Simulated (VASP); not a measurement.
# NiI2: structure and properties in VASP, part 2 of 2

What structure and properties does PBEsol + U give NiI2, and how near are they to the measured ones? The start is a cell from a database of measured crystal structures.

VASP 6.6.1, plane waves and PAW; the level of theory is named at each step.

Still holding for the runs below: The magnetic order is the lowest of the few collinear ones that converged above; longer or canted patterns were not tried. The cell is doubled for it, so bands and modes from the zone boundary of the chemical cell fold onto Γ and the labels are those of the larger cell.

So far, gap on the k-mesh (eV): step 2 (magnetic order: ferromagnetic) 0.723; step 3 (magnetic order: antiferromagnetic, q = (0, 0, 1/2)) 0.925; step 7 (full relaxation (PBEsol + U)) 1.02. The relaxed cell has a = 3.882, c = 19.602 Å (conventional setting).

The database entry behind the starting cell differs from later determinations by our own check (an axis about 0.9 % short against later determinations), so it need not match the best structure at ambient conditions.

**9. Band structure (PBEsol + U)**

Levels along the symmetry lines show where the bands peak and cross; KPOINTS_OPT computes them in the converged potential.

INCAR

```
SYSTEM = NiI2
PREC = Accurate
ENCUT = 400
EDIFF = 1E-06
NELM = 100
ISMEAR = 0
SIGMA = 0.05
LREAL = .FALSE.
ALGO = Normal
GGA = PS
NBANDS = 43
ISPIN = 2
MAGMOM = 1.383 -1.383 0.19 -0.19 -0.19 0.19
LDAU = .TRUE.
LDAUTYPE = 2
LDAUL = 2 -1
LDAUU = 4 0
LDAUJ = 0 0
LDAUPRINT = 1
LASPH = .TRUE.
LMAXMIX = 4
LORBIT = 11
LWAVE = .FALSE.
LCHARG = .FALSE.
KPAR = 8
```

POSCAR

```
NiI2
1.0
   -1.9407613347      3.3614972371      0.0000000000
    1.9407613347      3.3614972371      0.0000000000
   -3.8815226695     -2.2409981580    -13.0677968438
Ni I
2 4
Direct
    0.0000000000      0.0000000000      0.0000000000
    0.0000000000      0.0000000000      0.5000000000
    0.2560993022      0.4878013956      0.1158510467
    0.2560993022      0.4878013956      0.6158510467
    0.7439006978      0.5121986044      0.3841489533
    0.7439006978      0.5121986044      0.8841489533
```

KPOINTS

```
Automatic mesh
0
Gamma
7 7 7
0 0 0
```

KPOINTS_OPT

```
Line mode
16
Line-mode
Reciprocal
  0.00000000   0.00000000   0.00000000 GAMMA
  0.00000000   0.50000000  -0.50000000 L

  0.00000000   0.50000000  -0.50000000 L
 -0.34313629   0.32843186  -0.50000000 B1

 -0.32843186   0.32843186  -0.15686371 B
  0.00000000   0.00000000   0.50000000 Z

  0.00000000   0.00000000   0.50000000 Z
  0.00000000   0.00000000   0.00000000 GAMMA

  0.00000000   0.00000000   0.00000000 GAMMA
 -0.33578407   0.33578407  -0.67156814 X

 -0.33578407   0.32843186  -0.32843186 Q
 -0.50000000   0.00000000   0.00000000 F

 -0.50000000   0.00000000   0.00000000 F
 -0.49264778   0.00000000   0.17156814 P1

 -0.49264778   0.00000000   0.17156814 P1
  0.00000000   0.00000000   0.50000000 Z

  0.00000000   0.50000000  -0.50000000 L
  0.00000000   0.49264778  -0.15686371 P
```

PAW data sets: Ni and I (PBE family, release 64).

Command:

```sh
mpirun -np 8 vasp_std
```

Elapsed: 2.6 min, on 8 MPI ranks of Intel Xeon 6975P-C (Granite Rapids), shared host; peak memory 5.6 GiB.

Spin-orbit coupling is off here; with elements this heavy it splits and shifts levels by tenths of an eV or more. The cell is typed on its shortest vectors, so the axes of tensors and the coordinates of k-points follow the printed cell and not the standard setting.

This step gave:

```
bands                             : 43
Fermi energy                      : 4.970 eV
pressure                          : 0.02856 GPa
least gap on mesh and path        : 0.9616 eV
least direct gap on mesh and path : 1.165 eV
valence top at k                  : -0.06569, 0, 0.4562
conduction bottom at k            : -0.2409, 0.2409, 0.01830
least direct gap at k             : -0.1971, 0, 0.3686
```

Both spin channels agree. The electronic bands at the labelled points (eV, zero at the valence-band top; v1 is the highest filled band, c1 the lowest empty one):

| point | v4 | v3 | v2 | v1 | c1 | c2 | c3 | c4 |
| --- | --- | --- | --- | --- | --- | --- | --- | --- |
| Γ | -0.25 | -0.25 | -0.02 | -0.02 | 1.67 | 1.67 | 4.08 | 4.60 |
| 0.53 of the way | -1.39 | -1.02 | -0.57 | -0.16 | 1.17 | 1.56 | 3.97 | 4.19 |
| L | -1.74 | -1.67 | -0.69 | -0.32 | 1.40 | 1.51 | 2.98 | 3.24 |
| 0.53 of the way | -2.10 | -1.78 | -0.98 | -0.70 | 1.13 | 1.37 | 3.88 | 4.14 |
| B1 | -1.94 | -1.88 | -0.99 | -0.98 | 1.15 | 1.17 | 4.10 | 4.32 |
| jump to B | -1.94 | -1.88 | -0.99 | -0.98 | 1.15 | 1.17 | 4.10 | 4.32 |
| 0.47 of the way | -1.33 | -1.24 | -0.85 | -0.46 | 1.09 | 1.37 | 4.59 | 4.87 |
| Z | -0.28 | -0.28 | 0.00 | 0.00 | 1.67 | 1.67 | 4.65 | 4.67 |
| 0.47 of the way | -0.27 | -0.27 | -0.01 | -0.01 | 1.67 | 1.67 | 4.31 | 4.63 |
| Γ | -0.25 | -0.25 | -0.02 | -0.02 | 1.67 | 1.67 | 4.08 | 4.60 |
| 0.53 of the way | -1.41 | -1.23 | -0.98 | -0.44 | 1.10 | 1.43 | 4.45 | 4.90 |
| X | -1.94 | -1.88 | -1.00 | -0.97 | 1.16 | 1.16 | 4.09 | 4.33 |
| jump to Q | -1.94 | -1.88 | -1.00 | -0.97 | 1.16 | 1.16 | 4.09 | 4.33 |
| 0.47 of the way | -1.98 | -1.80 | -0.98 | -0.69 | 1.13 | 1.37 | 3.46 | 4.45 |
| F | -1.82 | -1.76 | -0.62 | -0.32 | 1.47 | 1.52 | 2.67 | 3.60 |
| 0.47 of the way | -1.81 | -1.76 | -0.62 | -0.32 | 1.47 | 1.52 | 2.68 | 3.58 |
| P1 | -1.79 | -1.76 | -0.63 | -0.32 | 1.46 | 1.51 | 2.73 | 3.53 |
| 0.53 of the way | -0.91 | -0.88 | -0.69 | -0.11 | 1.10 | 1.57 | 4.23 | 4.58 |
| Z | -0.28 | -0.28 | 0.00 | 0.00 | 1.67 | 1.67 | 4.65 | 4.67 |
| jump to L | -1.74 | -1.67 | -0.69 | -0.32 | 1.40 | 1.51 | 2.98 | 3.24 |
| 0.53 of the way | -1.75 | -1.72 | -0.67 | -0.32 | 1.42 | 1.51 | 2.86 | 3.38 |
| P | -1.79 | -1.76 | -0.63 | -0.32 | 1.46 | 1.51 | 2.73 | 3.53 |

Of the projections kept (Ni, I), the largest for each band there; the rest of the weight can lie on other orbitals:

```csv
point,v4,v3,v2,v1,c1,c2,c3,c4
Γ,I 0.94,I 0.94,I 0.79,I 0.79,Ni 0.65,Ni 0.65,I 0.53,I 0.65
L,Ni 0.56,Ni 0.50,I 0.75,I 0.79,Ni 0.81,Ni 0.71,Ni 0.62,Ni 0.61
B1,I 0.63,I 0.65,I 0.78,I 0.79,Ni 0.83,Ni 0.83,Ni 0.54,Ni 0.54
B,I 0.63,I 0.65,I 0.78,I 0.78,Ni 0.83,Ni 0.83,Ni 0.54,Ni 0.54
Z,I 0.93,I 0.93,I 0.80,I 0.80,Ni 0.65,Ni 0.65,I 0.56,I 0.63
Γ,I 0.94,I 0.94,I 0.79,I 0.79,Ni 0.65,Ni 0.65,I 0.53,I 0.65
```

The path lowers the gap by 0.06 eV against the mesh alone, so a band edge lies off the mesh.

**10. Density of states (PBEsol + U)**

A density of states needs more k-points than a total energy; ISMEAR = -5 takes tetrahedra, and LORBIT projects the states on the PAW spheres. The mesh is finer than in the run before.

Edit INCAR of step 9 so:

```diff
@@ -5,3 +5,3 @@
 NELM = 100
-ISMEAR = 0
+ISMEAR = -5
 SIGMA = 0.05
@@ -25 +25,2 @@
 KPAR = 8
+NEDOS = 2001
```

POSCAR is that of step 9.

KPOINTS

```
Automatic mesh
0
Gamma
10 10 10
0 0 0
```

Command:

```sh
mpirun -np 8 vasp_std
```

Wall time 2.5 min (8 MPI ranks); peak memory 6.8 GiB; 17 min of CPU time.

Numbers from this step:

```
irreducible k-points           : 116
Fermi energy                   : 4.706 eV
pressure                       : 0.01236 GPa
valence top at k               : 0, 0, 0.5
conduction bottom at k         : -0.3, 0.2, 0.1
least direct gap at k          : -0.2, 0, 0.3
gap on the k-mesh              : 1.006 eV
least direct gap on the k-mesh : 1.162 eV
```

The density of states has structure finer than the step of the table below, so its rows give means over 0.5 eV, whole bins alone (the curve runs from -12.0 to 5.83 eV). Peaks (eV: height): total -5.16: 18.5, -2.89: 13.2, -2.08: 12.5, 1.44: 13.0; Ni d -5.16: 14.2, -3.84: 9.21, -2.89: 8.77, 1.44: 8.31; I p -2.08: 4.73, -1.72: 4.17, -1.13: 3.20, -0.69: 5.35; Ni s -4.72: 0.774, -4.28: 0.365, 4.00: 0.813, 4.44: 0.962; Ni p -4.06: 0.233, -2.45: 0.26, -2.08: 0.359, 5.76: 0.354.

States under -12.0 eV and over 5.8 eV are left out; both spin channels agree and are summed. The density of states by energy, zero at the valence-band top; means over each step; values in states/eV/cell:

```csv
energy (eV),total,Ni d,I p,Ni s,Ni p,I s,I d
-6.0,0,0,0,0,0,0,0
-5.5,1.89,0.912,0.349,0.0978,0.00384,0.00631,0.00586
-5.0,10.1,5.84,1.56,0.343,0.0302,0.0918,0.0324
-4.5,5.94,1.80,1.48,0.314,0.0774,0.135,0.0196
-4.0,9.22,5.08,1.51,0.0958,0.159,0.0791,0.0293
-3.5,8.65,5.56,1.13,0.187,0.0839,0.0573,0.0248
-3.0,7.58,4.76,1.14,0.0708,0.108,0.0315,0.0196
-2.5,8.34,3.74,2.09,0.0854,0.194,0.0472,0.0226
-2.0,9.97,2.64,3.77,0.0260,0.267,0.0391,0.0279
-1.5,6.23,1.25,2.68,0.0166,0.166,0.0297,0.0185
-1.0,4.64,0.590,2.29,0.00821,0.108,0.0158,0.0165
-0.5,6.32,0.789,3.35,0.00448,0.0717,0.0234,0.0140
0.0,0.914,0.107,0.525,6.0e-5,0.00352,0.00129,6.1e-4
0.5,0,0,0,0,0,0,0
1.0,2.78,1.87,0.401,0.00574,0.00547,0.0272,0.0318
1.5,5.20,3.27,1.06,0.00572,0.00746,0.0385,0.0380
2.0,0,0,0,0,0,0,0
2.5,0.00521,5.4e-5,2.9e-4,0.00135,1.4e-5,1.5e-4,4.5e-4
3.0,0.488,0.00702,0.0364,0.126,0.00470,0.0121,0.0436
3.5,1.24,0.0220,0.120,0.316,0.0182,0.0255,0.112
4.0,2.39,0.0416,0.297,0.619,0.0421,0.0373,0.219
4.5,2.61,0.0422,0.382,0.664,0.0667,0.0641,0.226
5.0,1.76,0.0237,0.162,0.253,0.104,0.108,0.159
5.5,4.35,0.116,0.195,0.0966,0.291,0.235,0.508
```

The gap on this mesh is 1.01 eV, over the 0.96 eV of the band run, since this mesh misses a band edge. In the top eV of the valence band the largest shares in the PAW spheres are I p 53 % and Ni d 12 %; in the lowest eV of the conduction band, Ni d 65 % and I p 18 %. The rest lies in smaller channels or between the spheres.

**11. Optical spectrum (PBEsol + U)**

LOPTICS sums transitions from filled to empty bands. NBANDS is raised for it.

Edit INCAR of step 10 so:

```diff
@@ -5,3 +5,3 @@
 NELM = 100
-ISMEAR = -5
+ISMEAR = 0
 SIGMA = 0.05
@@ -10,3 +10,3 @@
 GGA = PS
-NBANDS = 43
+NBANDS = 72
 ISPIN = 2
@@ -25,2 +25,4 @@
 KPAR = 8
-NEDOS = 2001
+LOPTICS = .TRUE.
+NEDOS = 1500
+CSHIFT = 0.1
```

POSCAR is that of step 10.

KPOINTS is that of step 10.

Command:

```sh
mpirun -np 8 vasp_std
```

Elapsed: 4.4 min, on 8 MPI ranks; peak memory 19 GiB; 30 min of CPU time.

These are independent-particle spectra without excitons or local fields, and fine structure depends on the mesh and on CSHIFT.

This step gave:

| Quantity | Value |
| --- | --- |
| bands | 72 |
| Fermi energy | 4.912 eV |
| pressure | 0.007517 GPa |

The imaginary dielectric function has structure finer than the step of the table below, so its rows give means over 1 eV, whole bins alone (the curve runs from 0 to 25.0 eV). Peaks (eV: height): xx 2.0: 7.15, 5.6: 11.9; zz 2.0: 9.98, 6.4: 8.51, 7.4: 10.0.

Table of imaginary dielectric function by photon energy; means over each step:

```
photon energy (eV)      xx      zz
                 1   0.555   0.481
                 2    5.72    5.94
                 3    4.07    2.50
                 4    2.86    1.57
                 5    6.21    4.62
                 6    9.43    7.39
                 7    7.29    8.35
                 8    6.57    7.56
                 9    4.85    5.36
                10    3.20    3.48
                11    2.16    2.27
                12    1.58    1.63
                13    1.14    1.17
                14   0.926   0.948
                15   0.626   0.683
                16   0.519   0.514
                17   0.419   0.458
                18   0.378   0.414
                19   0.320   0.347
                20   0.289   0.300
                21   0.261   0.257
                22   0.182   0.190
                23   0.130   0.127
                24  0.0875  0.0872
```

The real dielectric function by photon energy:

```csv
photon energy (eV),xx,zz
0,8.47,7.78
1,9.54,8.76
2,8.00,7.07
3,5.92,4.92
4,5.45,5.18
5,10.2,8.50
6,2.70,5.56
7,0.885,4.01
8,-0.812,-0.726
9,-1.59,-1.76
10,-2.22,-2.29
11,-1.71,-1.84
12,-1.36,-1.37
13,-1.05,-1.07
14,-0.793,-0.781
15,-0.567,-0.576
16,-0.329,-0.361
17,-0.169,-0.152
18,-0.0353,-0.0513
19,0.0537,0.0445
20,0.129,0.106
21,0.164,0.163
22,0.219,0.199
23,0.276,0.263
24,0.341,0.336
```

**12. Band structure (PBEsol + U + SOC)**

This step: PBEsol, DFT+U (Ni d 4 eV), spin-orbit coupling, spin-polarised from an antiferromagnetic start; plane waves and PAW (Ni, I) (VASP 6.6.1).

Levels along the symmetry lines show where the bands peak and cross; KPOINTS_OPT computes them in the converged potential. Spin-orbit coupling needs spinors and the noncollinear program, where each band holds one electron.

INCAR

```
SYSTEM = NiI2
PREC = Accurate
ENCUT = 400
EDIFF = 1E-06
NELM = 100
ISMEAR = 0
SIGMA = 0.05
LREAL = .FALSE.
ALGO = Normal
GGA = PS
LNONCOLLINEAR = .TRUE.
MAGMOM = 0 0 1.383 0 0 -1.383 0 0 0.19 0 0 -0.19 0 0 -0.19 0 0 0.19
NBANDS = 60
GGA_COMPAT = .FALSE.
LASPH = .TRUE.
LSORBIT = .TRUE.
LORBMOM = .TRUE.
ISYM = -1
LDAU = .TRUE.
LDAUTYPE = 2
LDAUL = 2 -1
LDAUU = 4 0
LDAUJ = 0 0
LDAUPRINT = 1
LMAXMIX = 4
LORBIT = 11
LWAVE = .FALSE.
LCHARG = .FALSE.
KPAR = 8
```

POSCAR is that of step 11.

KPOINTS

```
Automatic mesh
0
Gamma
6 6 6
0 0 0
```

KPOINTS_OPT is that of step 9.

Command:

```sh
mpirun -np 8 vasp_ncl
```

Elapsed: 18 min, on 8 MPI ranks; peak memory 25 GiB; 2.1 h of CPU time.

This step gave:

* SCF cycles: 34
* bands: 60
* irreducible k-points: 216
* free energy (TOTEN): -17.16 eV
* Fermi energy: 5.306 eV
* pressure: 0.1181 GPa
* least gap on mesh and path: 0.6316 eV
* least direct gap on mesh and path: 1.084 eV
* conduction bottom at k: -0.2409, 0.2409, 0.01830
* least direct gap at k: 0, 0.1667, 0.1667

Spin moment in the PAW sphere by atom:

| atom | x (μB) | y (μB) | z (μB) | size |
| --- | --- | --- | --- | --- |
| Ni1 | 0.00 | 0.00 | 1.37 | 1.37 |
| Ni2 | 0.00 | 0.00 | -1.37 | 1.37 |
| I3 | 0.00 | 0.00 | 0.19 | 0.19 |
| I4 | 0.00 | 0.00 | -0.19 | 0.19 |
| I5 | 0.00 | 0.00 | -0.19 | 0.19 |
| I6 | 0.00 | 0.00 | 0.19 | 0.19 |

Orbital moment by atom:

| atom | x (μB) | y (μB) | z (μB) | size |
| --- | --- | --- | --- | --- |
| Ni1 | 0.0000 | 0.0000 | 0.0940 | 0.0940 |
| Ni2 | 0.0000 | 0.0000 | -0.0940 | 0.0940 |
| I3 | 0.0000 | 0.0000 | 0.0100 | 0.0100 |
| I4 | 0.0000 | 0.0000 | -0.0100 | 0.0100 |
| I5 | 0.0000 | 0.0000 | -0.0100 | 0.0100 |
| I6 | 0.0000 | 0.0000 | 0.0100 | 0.0100 |

On-site spin-orbit energy by atom:

| atom | on-site spin-orbit energy (eV) |
| --- | --- |
| Ni1 | -0.015 |
| Ni2 | -0.015 |
| I3 | -0.271 |
| I4 | -0.271 |
| I5 | -0.271 |
| I6 | -0.271 |

Electronic bands along the path, in eV, zero at the valence-band top; v1 is the highest filled band, c1 the lowest empty one:

```csv
point,v4,v3,v2,v1,c1,c2,c3,c4
Γ,-0.21,-0.21,-0.02,-0.02,1.14,1.14,1.54,1.54
0.53 of the way,-0.86,-0.86,-0.43,-0.43,0.85,0.85,1.23,1.23
L,-1.01,-1.01,-0.61,-0.61,1.08,1.08,1.18,1.18
0.53 of the way,-1.30,-1.30,-0.99,-0.99,0.80,0.80,1.04,1.04
B1,-1.37,-1.37,-1.22,-1.22,0.81,0.81,0.85,0.85
jump to B,-1.37,-1.37,-1.22,-1.22,0.81,0.81,0.85,0.85
0.47 of the way,-1.22,-1.22,-0.66,-0.66,0.76,0.76,1.05,1.05
Z,-0.25,-0.25,0.00,0.00,1.14,1.14,1.54,1.54
0.47 of the way,-0.23,-0.23,-0.01,-0.01,1.14,1.14,1.54,1.54
Γ,-0.21,-0.21,-0.02,-0.02,1.14,1.14,1.54,1.54
0.53 of the way,-1.25,-1.25,-0.68,-0.68,0.77,0.77,1.11,1.11
X,-1.37,-1.37,-1.22,-1.22,0.81,0.81,0.85,0.85
jump to Q,-1.37,-1.37,-1.22,-1.22,0.81,0.81,0.85,0.85
0.47 of the way,-1.31,-1.31,-0.97,-0.97,0.80,0.80,1.04,1.04
F,-0.97,-0.97,-0.61,-0.61,1.11,1.11,1.23,1.23
0.47 of the way,-0.98,-0.98,-0.61,-0.61,1.11,1.11,1.23,1.23
P1,-0.98,-0.98,-0.61,-0.61,1.10,1.10,1.22,1.22
0.53 of the way,-0.89,-0.89,-0.37,-0.37,0.77,0.77,1.25,1.25
Z,-0.25,-0.25,0.00,0.00,1.14,1.14,1.54,1.54
jump to L,-1.01,-1.01,-0.61,-0.61,1.08,1.08,1.18,1.18
0.53 of the way,-1.00,-1.00,-0.61,-0.61,1.09,1.09,1.19,1.19
P,-0.98,-0.98,-0.61,-0.61,1.10,1.10,1.22,1.22
```

Of the projections kept (Ni, I), the largest for each band there; the rest of the weight can lie on other orbitals:

```
point      v4      v3      v2      v1       c1       c2       c3       c4
    Γ  I 0.94  I 0.94  I 0.80  I 0.80  Ni 0.69  Ni 0.69  Ni 0.61  Ni 0.61
    L  I 0.70  I 0.70  I 0.76  I 0.76  Ni 0.81  Ni 0.81  Ni 0.70  Ni 0.70
   B1  I 0.77  I 0.77  I 0.78  I 0.78  Ni 0.82  Ni 0.82  Ni 0.85  Ni 0.85
    B  I 0.77  I 0.77  I 0.78  I 0.78  Ni 0.82  Ni 0.82  Ni 0.85  Ni 0.85
    Z  I 0.93  I 0.93  I 0.81  I 0.81  Ni 0.69  Ni 0.69  Ni 0.61  Ni 0.61
    Γ  I 0.94  I 0.94  I 0.80  I 0.80  Ni 0.69  Ni 0.69  Ni 0.61  Ni 0.61
```

The gap moves by -0.33 eV against PBEsol, DFT+U (Ni d 4 eV), spin-polarised from an antiferromagnetic start, which ran on another mesh.

On this path the gap is indirect, 0.63 eV, with the valence top at Z and the conduction bottom between B and Z. The least direct gap is 1.09 eV.

**13. What came out**

| Quantity | Value |
| --- | --- |
| relaxed volume | 28.42 Å³/atom |
| relaxed conventional cell a, b, c | 3.882, 3.882, 19.602 Å; angles 90.0, 90.0, 120.0° |
| space group after relaxing, within 0.02 Å | R-3m (No. 166) |
| moment of the cell (10×10×10 mesh) | 0 μB |
| largest site moment (10×10×10 mesh) | 1.38 μB on Ni1 |
| band gap | 0.962 eV, indirect (least direct gap of that run 1.16 eV) |
| gap among the points of the DOS mesh alone, an upper bound | 1.01 eV |
| strongest peak of ε2, mean over directions | 5.63 eV |
| ε1 at zero frequency, no local fields, mean | 8.24 |
| band gap (PBEsol + U + SOC) | 0.632 eV, indirect (least direct gap of that run 1.08 eV) |

In words: With PBEsol + U, NiI2 relaxes to 28.42 Å³/atom in space group R-3m, has an indirect gap of 0.962 eV and keeps moments of up to 1.38 μB (10×10×10 mesh). Against the listed cell the volume lies -0.7 % (a -0.3 %, c -0.2 %). Band structure (PBEsol + U): The path shows an indirect gap of 0.96 eV (valence top between P1 and Z, conduction bottom between B and Z). The least direct gap is 1.16 eV. Band structure (PBEsol + U + SOC): Of the orbital moment by atom, the largest in size is 0.0940 μB, on Ni1. Band structure (PBEsol + U + SOC): On this path the gap is indirect, 0.63 eV, with the valence top at Z and the conduction bottom between B and Z. The least direct gap is 1.09 eV. Semilocal functionals usually underestimate gaps. Only a few collinear orders were tried, on the cell as listed. The bonds form layers, and without a dispersion term the spacing between them, and what depends on it, is unreliable. No search among competing phases was made, and a listed structure need not be the one stable at ambient conditions. All values are for a static lattice at zero temperature.

Comparison with the measured values:

| quantity | measured | PBEsol, DFT+U |
| --- | --- | --- |
| lattice constant a (Å) | 3.922 | 3.882 (-1.0 %) |
| lattice constant c (Å) | 19.808 | 19.602 (-1.0 %) |

Measured values from arxiv:2306.04729 (2023).

How well it matches: The lattice constant a is off by -1.0 %. The lattice constant c is off by -1.0 %. The order used has no net moment, like the sample's, but its pattern may differ, so the match is not graded. Zero-point motion and thermal expansion (measured at up to 300 K) are not in the computed lattice constants.

[Lines on the potential files, build, host, timing and source positions are cut from VASP's logs without a mark.]

[Logs are printed without paths, hosts, clocks, repeated set-up lines and the standing remarks that a program may print on its own settings, such as how far it seeks lower states.]

[Hosts, paths, dates, database ids (printed as entryN), source tags and the programs' standing remarks are cut or masked in the printed files.]

[A measured line is paired with the nearest computed mode of its activity, which favours agreement.]

[In band tables of VASP the shares of atoms and orbitals are scaled to a sum of 1 inside the atoms' spheres.]
